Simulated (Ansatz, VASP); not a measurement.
# NaVS3: VASP beside Ansatz

Aim: how closely do two programs agree when they are given the same cell, functional and k mesh? The cell is generated by rule, not measured, and may not be a known phase. The cell is taken from a series of runs on this material, whose earlier steps may have relaxed, scaled, displaced or heated it; both programs get it as it stands.

Main program and level: Ansatz 0.2.0; plane waves, with VASP 6.6.1 beside it; zone-centre phonons at PBEsol.

The structure was built from a prototype and need not be the compound's stable phase.

## 1. The starting structure

The structure is tetragonal, space group P4mm (No. 99). Conventional cell: a = 4.332 Å, b = 4.332 Å, c = 5.603 Å, α = 90.00°, β = 90.00°, γ = 90.00°. Na has 8 S at 3.06 to 3.13 Å nearest. V has 5 S at 2.07 to 2.28 Å nearest. Nearest to S lie 1 V at 2.07 Å and 4 Na at 3.13 Å. Nearest to S lie 2 V at 2.28 Å and 2 Na at 3.06 Å. Farther neighbours and most contacts between anions are not listed.

## 2. Ansatz: zone-centre phonons, PBEsol

Ansatz runs on its PAW soft_1 files.

Second derivatives magnify differences that forces hide, and they need a tight electronic threshold.

The input, input.yaml:

```yaml
crystal:
  lattice:
    - [4.332306063, 0.0, 0.0]
    - [0.0, 4.332306063, 0.0]
    - [0.0, 0.0, 5.603351591]
  atoms:
    - { symbol: Na, position: [0.0, 0.0, 0.5595514499] }
    - { symbol: V, position: [0.5, 0.5, 0.0738971377] }
    - { symbol: S, position: [0.5, 0.5, 0.4434739098] }
    - { symbol: S, position: [0.5, 0.0, 0.9458118255] }
    - { symbol: S, position: [0.0, 0.5, 0.9458118255] }
kpoints:
  mp_grid: { grid: [8, 8, 6] }
hamiltonian:
  xc: pbesol
  pseudopotentials: { kind: paw, azcp: { folder: soft_1 }, xc_functional: pbe }
scf:
  occupations: { method: methfessel_paxton, width: 0.2 }
output:
  eigenvalues: true
phonons:
  method: dfpt
```

Command:

```sh
$ ansatz run input.yaml --threads 8 --pin off --max-ram 16384MiB --backend cpu --events-out ev --progress --plain --runs-dir out
```

Numbers of over 12 decimals in the logs are rounded to 6 here.

Output:

```text
zone centre: on kpoints.mp_grid the ground state, and the responses unless they are solved on pairs of k-points, stand on 100 of the mesh's 384 k-points, reduced under 4 symmetry operations, with k and −k counted as one. Each operation leaves every solved displacement unchanged or reverses it
Engine: ansatz 0.2.0, aarch64-unknown-linux-gnu
Pseudopotentials: kind: paw
Pseudopotential: Na, paw, valence charge 9, recommended cutoff 420 eV (normal), soft_1/Na.paw.azcp
Pseudopotential: V, paw, valence charge 13, recommended cutoff 420 eV (normal), soft_1/V.paw.azcp
Pseudopotential: S, paw, valence charge 6, recommended cutoff 420 eV (normal), soft_1/S.paw.azcp
Functional definition: PBEsol
  exchange = pbesol_x
  correlation = pbesol_c
Crystal: 5 atoms, lattice volume = 105.169 Å³
Basis set: ecut = 420 eV, 2059 PW (Γ), exchange–correlation on 60×60×80 points (8 copies of the dense FFT grid, shifted against one another)
Bands: 25, of which v1, the nominal top of the filled ones, is band 20 counted from 1 (19 counted from 0)
Symmetry: 8 space group operations
k-points: 100 of 384 (irreducible under 4 space group operations, time reversal used)
Non-local potential: Na, projectors of the file, l = 0: 3, l = 1: 2, l = 2: 1
Non-local potential: V, projectors of the file, l = 0: 3, l = 1: 2, l = 2: 3, l = 3: 1
Non-local potential: S, projectors of the file, l = 0: 2, l = 1: 2, l = 2: 1
PAW form: soft (Blöchl's): semilocal exchange-correlation on the pseudo side does not see the compensation charge
PAW frozen core: Na, regenerated for the run's functional, and the local potential with it (the file was generated under x = pbe(κ = 0.804, μ = 0.219515), c = pbe(β = 0.066725))
PAW frozen core: V, regenerated for the run's functional, and the local potential with it (the file was generated under x = pbe(κ = 0.804, μ = 0.219515), c = pbe(β = 0.066725))
PAW frozen core: S, regenerated for the run's functional, and the local potential with it (the file was generated under x = pbe(κ = 0.804, μ = 0.219515), c = pbe(β = 0.066725))
PAW one-centre angular grid: Na, 110 points (default); XC on 64 Gauss nodes
PAW one-centre angular grid: V, 590 points (default); XC on 64 Gauss nodes
PAW one-centre angular grid: S, 110 points (default); XC on 64 Gauss nodes
Initial density: superposition of atomic densities (chi_scale 0.1, normalization cell, long waves kept (reshape's long-wave potential 0.02 eV rms))
Initial wavefunctions: pseudopotential atomic-orbital guess
Functional: x = pbesol(κ = 0.804, μ = 0.123457), c = pbesol(β = 0.046)
SCF iter   1: F=—  HF=-7021.470764 eV  |F-HF|=—  |Δ(HF+E_count)|=         —  Δρ=1.13e-1  dr2=2.33e1  ethr=3.10e-3  ⟨swp⟩=6.2  Hψ=11664  notcnv=0
preconditioner: auto → Kerker (q_TF=auto, 2.322 Å⁻¹)  [metal: Δε(μ)=0.012 eV  Ē_g=6.427 eV  σ=0.200 eV  W_gap=0.05  n_scr=20 (ndim 8)  ℏωp=17.7 eV  f_vac=0.000  D(μ)=7.07/eV (n_scr^D=82)]
SCF iter   2: F=—  HF=-7020.000046 eV  |F-HF|=—  |Δ(HF+E_count)|=    1.47e0  S|Δr|=    0.00e0  Δρ=5.41e-2  dr2=5.96e0  ethr=3.10e-3  ⟨swp⟩=2.3  Hψ=5341  notcnv=0
SCF iter   3: F=—  HF=-7019.456438 eV  |F-HF|=—  |Δ(HF+E_count)|=   5.44e-1  S|Δr|=    0.00e0  Δρ=9.25e-3  dr2=1.62e-1  ethr=3.10e-3  ⟨swp⟩=2.4  Hψ=3795  notcnv=0
SCF iter   4: F=—  HF=-7019.449251 eV  |F-HF|=—  |Δ(HF+E_count)|=   7.19e-3  S|Δr|=    0.00e0  Δρ=2.31e-3  dr2=7.64e-3  ethr=4.05e-4  ⟨swp⟩=1.1  Hψ=3178  notcnv=0
SCF iter   5: F=—  HF=-7019.452507 eV  |F-HF|=—  |Δ(HF+E_count)|=   3.26e-3  S|Δr|=    0.00e0  Δρ=8.34e-4  dr2=1.43e-3  ethr=1.91e-5  ⟨swp⟩=2.4  Hψ=3813  notcnv=0
SCF iter   6: F=—  HF=-7019.453208 eV  |F-HF|=—  |Δ(HF+E_count)|=   7.01e-4  S|Δr|=    0.00e0  Δρ=3.28e-4  dr2=2.83e-4  ethr=3.59e-6  ⟨swp⟩=2.4  Hψ=3465  notcnv=0
SCF iter   7: F=—  HF=-7019.453340 eV  |F-HF|=—  |Δ(HF+E_count)|=   1.31e-4  S|Δr|=    0.00e0  Δρ=1.39e-4  dr2=5.26e-5  ethr=7.08e-7  ⟨swp⟩=2.1  Hψ=3394  notcnv=0
SCF iter   8: F=—  HF=-7019.453347 eV  |F-HF|=—  |Δ(HF+E_count)|=   6.81e-6  S|Δr|=    0.00e0  Δρ=6.59e-5  dr2=9.42e-6  ethr=1.32e-7  ⟨swp⟩=2.2  Hψ=3639  notcnv=0
SCF iter   9: F=—  HF=-7019.453351 eV  |F-HF|=—  |Δ(HF+E_count)|=   3.88e-6  S|Δr|=    0.00e0  Δρ=2.99e-5  dr2=1.52e-6  ethr=2.35e-8  ⟨swp⟩=2.1  Hψ=3522  notcnv=0
SCF iter  10: F=—  HF=-7019.453354 eV  |F-HF|=—  |Δ(HF+E_count)|=   3.43e-6  S|Δr|=    0.00e0  Δρ=6.24e-6  dr2=6.43e-8  ethr=3.81e-9  ⟨swp⟩=2.7  Hψ=3864  notcnv=0
SCF iter  11: F=—  HF=-7019.453354 eV  |F-HF|=—  |Δ(HF+E_count)|=   7.09e-9  S|Δr|=    0.00e0  Δρ=2.25e-6  dr2=1.08e-8  ethr=1.61e-10  ⟨swp⟩=2.2  Hψ=4191  notcnv=0
SCF iter  12: F=—  HF=-7019.453354 eV  |F-HF|=—  |Δ(HF+E_count)|=  5.18e-11  S|Δr|=    0.00e0  Δρ=1.09e-6  dr2=2.56e-9  ethr=2.69e-11  ⟨swp⟩=2.3  Hψ=4270  notcnv=0
SCF iter  13: F=—  HF=-7019.453354 eV  |F-HF|=—  |Δ(HF+E_count)|=  5.57e-10  S|Δr|=    0.00e0  Δρ=3.22e-7  dr2=2.87e-10  ethr=6.41e-12  ⟨swp⟩=2.2  Hψ=3739  notcnv=0
SCF iter  14: F=—  HF=-7019.453354 eV  |F-HF|=—  |Δ(HF+E_count)|=  3.73e-11  S|Δr|=    0.00e0  Δρ=1.42e-7  dr2=3.66e-11  ethr=1.00e-12  ⟨swp⟩=2.7  Hψ=4495  notcnv=0
SCF iter  15: F=-7019.453354 eV  HF=-7019.453354 eV  |F-HF|=9.09e-13  |Δ(HF+E_count)|=  7.28e-12  S|Δr|=    0.00e0  Δρ=6.60e-8  dr2=4.83e-12  ethr=1.00e-12  ⟨swp⟩=6.7  Hψ=11950  notcnv=0
SCF 1 converged in 15 iterations: F = -7019.453354 eV  dr2 = 4.83e-12
  greatest PAW one-centre occupation: 1.000 electrons in one spin orbital (limit 2), on the V atom at site 1 (counted from 0), in its partial waves of l = 0
DFPT response loops at Γ: preconditioner auto → Kerker (q_TF=auto, 2.322 Å⁻¹) (partly filled bands, converged f_vac=0.035); β = 1.00, the filter's whole step (`scf.mixing.beta` (0.50) is not read by the response loops under this deck's `scf.mixing.preconditioner`; to damp them name `kerker` or `kerker_dos`, under which they read `scf.mixing.beta`, and type it under 1.00, their step now; both keys bind the ground state too); Broyden in place of MSR1
SCF converged after 15 iterations
Stability not checked: this state was not tested for a lower state beside it, because cold or Methfessel-Paxton smearing, or corrected tetrahedra, fill the levels in a way that the test cannot read (fill_not_monotonic; see scf.lower_state_search)
Free energy (F): -7019.453354 eV
Harris-Foulkes:  -7019.453354 eV  (|F-HF|=9.09e-13)
Internal energy: -7019.463300 eV  (E = F + TS)
E sigma→0 (E₀):  -7019.455841 eV
Entropy (-TS):   0.009946 eV (1.989 meV/atom)
Fermi energy:    5.979946 eV
--- Per-component energies (eV) ---
  E_band       = -503.919951
  E_kinetic    = 724.455766
  E_local      = -3668.653469  (includes V_loc(G=0)·N_el)
  E_nonlocal   = 464.946026
  E_hartree    = 1375.869739
  E_xc         = -413.702068
  E_vxc        = -438.582401  (∫ρ·V_xc dr)
  E_paw        = -3158.769088  (= ΣΔE_a)
  E_vpaw       = -337.826329  (= ΣTr[D̂ρ^β])
  E_aug_tail   = 0.000977  (compensation charges beyond the density's cutoff)
  E_ewald      = -2344.001405
  E_core_change = 0.390221  (= ΣΔE_core)
  E_smearing   = 0.009946  (= −TS)
  E_closure    = -0.000000  (closes the sum)
  Σ components = -7019.453354   (vs F -7019.453354, Δ=0.00e0)
--- Band table (eV; the first three rows and the last of 100) ---
  k-point 0: bands = [... 16 lower, 3.2524, 3.6964, 5.1321, 5.3795, 5.3795, 7.5884, 7.5884, 7.7927, ... 1 higher]
  k-point 1: bands = [... 16 lower, 3.2666, 3.6650, 5.1337, 5.3830, 5.3830, 7.5528, 7.5528, 7.7894, ... 1 higher]
  k-point 2: bands = [... 16 lower, 3.2948, 3.6038, 5.1369, 5.3897, 5.3897, 7.4840, 7.4840, 7.9383, ... 1 higher]
  k-point 99: bands = [... 16 lower, 2.4541, 4.9464, 4.9464, 6.0572, 6.0572, 6.4192, 6.9664, 7.2803, ... 1 higher]
--- Phonons (Γ-DFPT): 9 representative perturbations + reference, on 100 of 384 k-points (Σ response iterations 27) ---
  k mesh reduced under 4 symmetry operations, with k and −k counted as one. Each operation leaves every solved displacement unchanged or reverses it
  ASR residual: 1.403e-4 → 0.000e0 eV/Å²; symmetrization residual: 4.983e-6 eV/Å²
  ASR residual per site (eV/Å²): 1.40e-4 1.65e-5 1.41e-5 1.26e-5 1.26e-5
  Γ frequencies (cm⁻¹): -119.96 -119.96 0.00 0.00 0.00 86.48 87.71 87.71 122.19 145.43 145.43 216.85 374.15 374.15 521.86
  non-analytic LO–TO correction: not included (Born effective charges unavailable; polar crystals: no LO–TO splitting at Γ)
```

[end of part 1 of 3]

[Lines on the potential files, build, host, timing and source positions are cut from VASP's logs without a mark.]

[Logs are printed without paths, hosts, clocks, repeated set-up lines and the standing remarks that a program may print on its own settings, such as how far it seeks lower states.]

[Hosts, paths, dates, database ids (printed as entryN), source tags and the programs' standing remarks are cut or masked in the printed files.]
